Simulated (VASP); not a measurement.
Runs of VASP 6.6.1 on OSiH2. The cell holds a molecule in a box, 4 atoms: a = 10.000 Å, b = 12.000 Å, c = 12.000 Å, α = 90.00°, β = 90.00°, γ = 90.00°. 

```csv
level,further INCAR settings,gap on the mesh (eV),largest force (eV/Å)
r2SCAN+D4,ALGO = Normal; EDIFF = 1e-06,4.15,0.34
BLYP,ALGO = Normal; EDIFF = 1e-07,(a),1.17
vdW-DF2,ALGO = Fast; EDIFF = 1e-06; NBANDS = 14,(b),(c)
BEEF-vdW,ALGO = Fast; EDIFF = 1e-07; NBANDS = 14,3.71,0.83
```

Alike in all rows: task single point; potentials or basis VASP PAW PBE potentials, release 64 (O, Si, H); no spin polarisation; cell as given; k mesh 1 × 1 × 1; cutoff (eV) 520; smearing gaussian 0.01 eV.

Task: Fill in the values left out.

Result: (a) 3.64; (b) 3.66; (c) 1.19.

Caveats: the PAW data sets were made with another functional, which shifts forces and pressure a little.

Runs at the PBE level aren't shown here.
